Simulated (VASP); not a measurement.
Consider the following.

```
CELL_PARAMETERS angstrom
     -2.01581     2.01581     6.60592
      2.01581    -2.01581     6.60592
      2.01581     2.01581    -6.60592
ATOMIC_POSITIONS crystal
  Rb 0.00000 0.00000 0.00000
  P  0.33349 0.33349 0.00000
  P  0.66651 0.66651 0.00000
  Ru 0.75000 0.25000 0.50000
  Ru 0.25000 0.75000 0.50000
```

Level of theory: LDA (Ceperley-Alder, Perdew-Zunger), VASP's LDA PAW potentials (set 64) (plane waves; VASP 6.6.1). Numerical set-up: 300 eV cut-off, 7×7×7 Γ-centred mesh, Fermi-Dirac smearing of 0.10 eV, potentials Rb_sv P Ru_pv.

At this cut-off the stress carries a Pulay error, which pulls relaxed volumes low.

Give the force on each atom (eV/Å).

```json
[
 {"atom": "Rb1", "Fx": "0.000", "Fy": "0.000", "Fz": "0.000"},
 {"atom": "P2", "Fx": "0.000", "Fy": "0.000", "Fz": "-0.164"},
 {"atom": "P3", "Fx": "0.000", "Fy": "0.000", "Fz": "0.164"},
 {"atom": "Ru4", "Fx": "0.000", "Fy": "0.000", "Fz": "0.000"},
 {"atom": "Ru5", "Fx": "0.000", "Fy": "0.000", "Fz": "0.000"}
]
```

Give the stress tensor in GPa (positive for a compressed cell).

```
-4.64   0.00   0.00
 0.00  -4.64   0.00
 0.00   0.00  -3.46
```
The pressure is its mean diagonal, -4.25 GPa.

The structure comes from a computed database's RbRu2P2 entry; how it stands against other phases isn't given here. The cell was not relaxed at this level. The k-mesh is coarse (spacing up to 0.31 per Å, 2π included), so the numbers may not be converged in it. The electron count is odd and the run is not spin-polarised, which forces a metal.
